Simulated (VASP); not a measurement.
All values below come from PW91 GGA, VASP's PBE PAW potentials (set 64) (plane waves; VASP).

The input files of a VASP run:

File KPOINTS:
```
k-points along high-symmetry lines
15
Line-mode
Reciprocal
  0.000000   0.000000   0.000000 ! GAMMA
  0.500000   0.000000   0.500000 ! X

  0.500000   0.000000   0.500000 ! X
  0.625000   0.250000   0.625000 ! U

  0.375000   0.375000   0.750000 ! K
  0.000000   0.000000   0.000000 ! GAMMA

  0.000000   0.000000   0.000000 ! GAMMA
  0.500000   0.500000   0.500000 ! L

  0.500000   0.500000   0.500000 ! L
  0.500000   0.250000   0.750000 ! W

  0.500000   0.250000   0.750000 ! W
  0.500000   0.000000   0.500000 ! X
```

File POSCAR:
```
PbS
1
    0.0000000000     3.0013472802     3.0013472802
    3.0013472802     0.0000000000     3.0013472802
    3.0013472802     3.0013472802     0.0000000000
Pb S
1 1
Direct
  0.0000000000   0.0000000000   0.0000000000
  0.5000000000   0.5000000000   0.5000000000
```

### INCAR
```
ALGO = Normal
EDIFF = 1E-7
ENCUT = 520
GGA = 91
ICHARG = 11
ISMEAR = 0
LASPH = T
LCHARG = F
LMAXMIX = 4
LORBIT = 11
LREAL = F
LWAVE = F
NELM = 100
PREC = Accurate
SIGMA = 0.05
SYSTEM = PbS
```

POTCAR, in this order: Pb_d S (PBE.64 set). Program: vasp_std. Read from the step before: CHGCAR.

Output

### OUTCAR
```
 ion  position               nearest neighbor table
   1  0.000  0.000  0.000-   2 3.00   2 3.00   2 3.00   2 3.00   2 3.00   2 3.00
   2  0.500  0.500  0.500-   1 3.00   1 3.00   1 3.00   1 3.00   1 3.00   1 3.00
  LATTYP: Found a face centered cubic cell.
 ALAT       =     6.0026945604
 Subroutine PRICEL returns:
 Original cell was already a primitive cell.
 Subroutine GETGRP returns: Found 48 space group operations
The static configuration has the point symmetry O_h .
The dynamic configuration has the point symmetry O_h .
 Subroutine INISYM returns: Found 48 space group operations
   k-points           NKPTS =     90   k-points in BZ     NKDIM =     90   number of bands    NBANDS=     14
   number of dos      NEDOS =    301   number of ions     NIONS =      2
   total plane-waves  NPLWV =  32768
   dimension x,y,z NGX =    32 NGY =   32 NGZ =   32
   dimension x,y,z NGXF=    64 NGYF=   64 NGZF=   64
   ions per type =               1   1
   PREC   = accura    normal or accurate (medium, high low for compatibility)
   ISTART =      0    job   : 0-new  1-cont  2-samecut
   ICHARG =     11    charge: 1-file 2-atom 10-const
   ISPIN  =      1    spin polarized calculation?
   LNONCOLLINEAR =      F non collinear calculations
   LSORBIT =      F    spin-orbit coupling
   INIWAV =      1    electr: 0-lowe 1-rand  2-diag
   ENCUT  =  520.0 eV  38.22 Ry    6.18 a.u.   7.89  7.89  7.89*2*pi/ulx,y,z
...
```

### OSZICAR
```
       N       E                     dE             d eps       ncg     rms          rms(c)
DAV:   1     0.158716472770E+03    0.15872E+03   -0.98357E+03  2526   0.148E+03
DAV:   2     0.343912485214E+01   -0.15528E+03   -0.15216E+03  2694   0.360E+02
DAV:   3    -0.914198792554E+01   -0.12581E+02   -0.12247E+02  3384   0.105E+02
DAV:   4    -0.946018101433E+01   -0.31819E+00   -0.31798E+00  2822   0.198E+01
DAV:   5    -0.947229596504E+01   -0.12115E-01   -0.12115E-01  3524   0.375E+00
DAV:   6    -0.947285106510E+01   -0.55510E-03   -0.55510E-03  3334   0.660E-01
DAV:   7    -0.947285428739E+01   -0.32223E-05   -0.32223E-05  3638   0.569E-02
DAV:   8    -0.947285434969E+01   -0.62299E-07   -0.62307E-07  3020   0.757E-03
   1 F= -.94728543E+01 E0= -.94728543E+01  d E =-.189514E-10
```

### OUTCAR
```
 val. band max:        5.2965837387   @ k =   0.5000   0.5000   0.5000

 cond. band min:       5.7601468300   @ k =   0.5000   0.5000   0.5000



 k-point     1 :       0.0000    0.0000    0.0000
  band No.  band energies     occupation
      1     -11.4277      2.00000
      2     -11.4277      2.00000
      3     -11.4277      2.00000
      4     -11.4118      2.00000
      5     -11.4118      2.00000
      6      -7.9510      2.00000
      7      -0.7650      2.00000
      8       3.3192      2.00000
      9       3.3192      2.00000
     10       3.3192      2.00000
     11      10.4060      0.00000
     12      10.4060      0.00000
     13      10.4060      0.00000
     14      12.1457      0.00000

 k-point     2 :       0.0357    0.0000    0.0357
  band No.  band energies     occupation
      1     -11.4280      2.00000
      2     -11.4271      2.00000
      3     -11.4271      2.00000
      4     -11.4125      2.00000
      5     -11.4115      2.00000
      6      -7.9371      2.00000
      7      -0.8119      2.00000
      8       3.3028      2.00000
      9       3.3028      2.00000
     10       3.3954      2.00000
     11      10.1277      0.00000
     12      10.3624      0.00000
     13      10.3624      0.00000
     14      12.0274      0.00000

 k-point     3 :       0.0714    0.0000    0.0714
  band No.  band energies     occupation
      1     -11.4288      2.00000
      2     -11.4251      2.00000
      3     -11.4251      2.00000
      4     -11.4149      2.00000
      5     -11.4107      2.00000
      6      -7.8954      2.00000
      7      -0.9395      2.00000
      8       3.2545      2.00000
      9       3.2545      2.00000
     10       3.6052      2.00000
     11       9.4800      0.00000
     12      10.2640      0.00000
     13      10.2640      0.00000
     14      11.7489      0.00000

 k-point     4 :       0.1071    0.0000    0.1071
  band No.  band energies     occupation
      1     -11.4301      2.00000
...
```

The density is held fixed in this step, so its total energy and stress have no physical meaning. Unless said otherwise, spin-orbit coupling is left out, though it shifts the bands of the heavy elements here.

The compound is PbS in the rock salt structure. It was relaxed first.
